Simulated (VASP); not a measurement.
Method: PBEsol GGA, VASP's PBE PAW potentials (set 64) (plane waves; VASP 6.6.1).

VASP ran on this input.

File KPOINTS:
```
Regular mesh
0
Gamma
11 11 6
```

### INCAR
```
SYSTEM=CoC
PREC=Accurate; ENCUT=520; LREAL=F
LASPH=T
EDIFF=1E-6; NELM=100; ALGO=Normal
LMAXMIX=4
ISMEAR=1; SIGMA=0.1
GGA=PS
MAGMOM=2*3.0 2*0.0
ISPIN=2
IBRION=2; NSW=60; ISIF=3
EDIFFG=-0.02
LWAVE=F; LCHARG=F; LORBIT=10
```

### POSCAR
```
CoC
1.0
  2.7781491173   0.0000000000   0.0000000000
 -1.3890745587   2.4059477310   0.0000000000
  0.0000000000   0.0000000000   4.6654339147
Co C
2 2
Cartesian
  0.0000000000   0.0000000000   0.0000000000
  0.0000000000   0.0000000000   2.3327169574
 -0.0000013891   1.6039659560   1.1663584787
  1.3890759477   0.8019817750   3.4990754360
```

POTCAR, in this order: Co C (PBE.64 set). Program: vasp_std.

The resulting files:

**OUTCAR**
```
 ion  position               nearest neighbor table
   1  0.000  0.000  0.000-   3 1.98   4 1.98   4 1.98   3 1.98   4 1.98   3 1.98   2 2.33   2 2.33
  LATTYP: Found a hexagonal cell.
 ALAT       =     2.7781491173
 C/A-ratio  =     1.6793317125
 Subroutine PRICEL returns:
 Original cell was already a primitive cell.
 Subroutine GETGRP returns: Found 24 space group operations
The static configuration has the point symmetry D_3d.
 The point group associated with its full space group is D_6h.
The dynamic configuration has the point symmetry D_3d.
The overall configuration has the point symmetry D_3d.
 Subroutine INISYM returns: Found 24 space group operations
 Subroutine IBZKPT returns following result:
 Found     64 irreducible k-points:

 Following reciprocal coordinates:
            Coordinates               Weight
  0.000000  0.000000  0.000000      1.000000
  0.090909  0.000000  0.000000      6.000000
  0.181818  0.000000  0.000000      6.000000
  0.272727  0.000000  0.000000      6.000000
  0.363636  0.000000  0.000000      6.000000
  0.454545  0.000000  0.000000      6.000000
  0.090909  0.090909  0.000000      6.000000
  0.181818  0.090909  0.000000     12.000000
  0.272727  0.090909  0.000000     12.000000
  0.363636  0.090909  0.000000     12.000000
  0.454545  0.090909  0.000000      6.000000
  0.181818  0.181818  0.000000      6.000000
  0.272727  0.181818  0.000000     12.000000
  0.363636  0.181818  0.000000     12.000000
  0.272727  0.272727  0.000000      6.000000
  0.363636  0.272727  0.000000      6.000000
  0.000000  0.000000  0.166667      2.000000
  0.090909  0.000000  0.166667     12.000000
  0.181818  0.000000  0.166667     12.000000
  0.272727  0.000000  0.166667     12.000000
  0.363636  0.000000  0.166667     12.000000
  0.454545  0.000000  0.166667     12.000000
...
```

**OSZICAR**
```
       N       E                     dE             d eps       ncg     rms          rms(c)
DAV:   1     0.160960515070E+03    0.16096E+03   -0.12011E+04  5224   0.164E+03
DAV:   2    -0.244722311505E+02   -0.18543E+03   -0.17438E+03  5240   0.321E+02
DAV:   3    -0.400239031836E+02   -0.15552E+02   -0.14776E+02  5696   0.104E+02
DAV:   4    -0.406244693466E+02   -0.60057E+00   -0.59697E+00  5968   0.209E+01
DAV:   5    -0.406444693186E+02   -0.20000E-01   -0.19991E-01  6160   0.379E+00    0.362E+01
DAV:   6    -0.493551991548E+02   -0.87107E+01   -0.87349E+01  6604   0.196E+02    0.393E+01
DAV:   7    -0.323794168181E+02    0.16976E+02   -0.55529E+01  5804   0.136E+02    0.604E+00
DAV:   8    -0.327502396784E+02   -0.37082E+00   -0.44815E+00  5740   0.149E+01    0.307E+00
DAV:   9    -0.327658558053E+02   -0.15616E-01   -0.17081E-01  6992   0.531E+00    0.162E+00
DAV:  10    -0.327711852420E+02   -0.53294E-02   -0.12565E-02  7556   0.127E+00    0.621E-01
DAV:  11    -0.327732917774E+02   -0.21065E-02   -0.48765E-03  7384   0.104E+00    0.207E-01
DAV:  12    -0.327733039192E+02   -0.12142E-04   -0.72178E-04  6460   0.252E-01    0.102E-01
DAV:  13    -0.327732784773E+02    0.25442E-04   -0.61811E-05  7756   0.863E-02    0.693E-02
DAV:  14    -0.327732897577E+02   -0.11280E-04   -0.13203E-05  6424   0.583E-02    0.215E-02
DAV:  15    -0.327732902737E+02   -0.51603E-06   -0.55082E-06  5164   0.297E-02
   1 F= -.32773290E+02 E0= -.32773784E+02  d E =-.327733E+02  mag=     0.0007
       N       E                     dE             d eps       ncg     rms          rms(c)
DAV:   1    -0.327748332570E+02   -0.15435E-02   -0.20472E-02  5828   0.222E+00    0.371E-01
DAV:   2    -0.327761827800E+02   -0.13495E-02   -0.17880E-02  5996   0.265E+00    0.420E-01
DAV:   3    -0.327733803878E+02    0.28024E-02   -0.72807E-03  5812   0.172E+00    0.900E-02
DAV:   4    -0.327733045932E+02    0.75795E-04   -0.36536E-04  6028   0.182E-01    0.235E-02
DAV:   5    -0.327732988556E+02    0.57376E-05   -0.14751E-05  7816   0.443E-02    0.105E-02
DAV:   6    -0.327732969983E+02    0.18573E-05   -0.26315E-06  4352   0.154E-02    0.203E-03
DAV:   7    -0.327732970525E+02   -0.54170E-07   -0.35232E-07  2820   0.617E-03
   2 F= -.32773297E+02 E0= -.32773780E+02  d E =-.677881E-05  mag=     0.0000
       N       E                     dE             d eps       ncg     rms          rms(c)
DAV:   1    -0.327737163744E+02   -0.41938E-03   -0.50291E-03  5812   0.110E+00    0.185E-01
DAV:   2    -0.327740444376E+02   -0.32806E-03   -0.43614E-03  5972   0.131E+00    0.207E-01
DAV:   3    -0.327733593062E+02    0.68513E-03   -0.18120E-03  5780   0.856E-01    0.444E-02
DAV:   4    -0.327733424938E+02    0.16812E-04   -0.90272E-05  5972   0.897E-02    0.118E-02
DAV:   5    -0.327733407896E+02    0.17042E-05   -0.29386E-06  4836   0.216E-02    0.512E-03
DAV:   6    -0.327733408086E+02   -0.18996E-07   -0.16449E-06  3688   0.110E-02
   3 F= -.32773341E+02 E0= -.32773829E+02  d E =-.505349E-04  mag=    -0.0000
```

File OUTCAR:
```
------------------------ aborting loop because EDIFF is reached ----------------------------------------
  FORCE on cell =-STRESS in cart. coord.  units (eV):
  Direction    XX          YY          ZZ          XY          YZ          ZX
  --------------------------------------------------------------------------------------
  Total       -0.0071708     -0.0071708     -0.0645078      0.0000000      0.0000000     -0.0000000
  in kB       -0.3680022     -0.3680022     -3.3105197      0.0000000      0.0000000     -0.0000000
  external PRESSURE =      -1.3488414 kB  Pullay stress =       0.0000000 kB
  volume of cell :       31.22
      direct lattice vectors                 reciprocal lattice vectors
     2.779719477 -0.000000000  0.000000000     0.359748532  0.207700910  0.000000000
    -1.389859738  2.407307702  0.000000000     0.000000000  0.415401820  0.000000000
     0.000000000 -0.000000000  4.665454320     0.000000000  0.000000000  0.214341398
 POSITION                                       TOTAL-FORCE (eV/Angst)
 -----------------------------------------------------------------------------------
     -1.38986      2.40731      0.00000        -0.000000      0.000000      0.000000
     -1.38986      2.40731      2.33273        -0.000000      0.000000      0.000000
     -0.00000      1.60487      1.16636         0.000000     -0.000000      0.000000
      1.38986      0.80244      3.49909         0.000000      0.000000     -0.000000
 -----------------------------------------------------------------------------------
    total drift:                               -0.000000      0.000000      0.000000
  FREE ENERGIE OF THE ION-ELECTRON SYSTEM (eV)
  ---------------------------------------------------
  free  energy   TOTEN  =       -32.7733408086 eV

  energy  without entropy=      -32.7748052942  energy(sigma->0) =      -32.77382897

 total charge

# of ion       s       p       d       tot
------------------------------------------
    1        0.519   0.790   7.520   8.829
    2        0.519   0.790   7.520   8.829
    3        0.882   1.428   0.000   2.310
    4        0.882   1.428   0.000   2.310
--------------------------------------------------
tot          2.802   4.436  15.039  22.277

 magnetization (x)

# of ion       s       p       d       tot
------------------------------------------
    1       -0.000  -0.000  -0.000  -0.000
    2       -0.000  -0.000  -0.000  -0.000
    3        0.000  -0.000   0.000   0.000
    4        0.000  -0.000   0.000   0.000
--------------------------------------------------
tot         -0.000  -0.000  -0.000  -0.000

 reached required accuracy - stopping structural energy minimisation
```
(Selected blocks of OUTCAR.)

File CONTCAR:
```
CoC
   1.00000000000000
     2.7797194768769717   -0.0000000000000326    0.0000000000000000
    -1.3898597384885423    2.4073077023205243    0.0000000000000000
     0.0000000000000000   -0.0000000000000000    4.6654543199988465
  Co              C
     2     2
Direct
     0.0000000000000000    1.0000000000000000    0.0000000000000000
     0.0000000000000000    1.0000000000000000    0.5000000000000000
     0.3333330000000032    0.6666669999999968    0.2500000000000000
     0.6666669999999968    0.3333330000000032    0.7500000000000000
```

The structure was generated: CoC was put into the NiAs type type (P6_3/mmc), which need not be its known phase. This run relaxes it. Symmetry was kept, so distortions that lower it aren't found. The start is the result of an earlier pass.
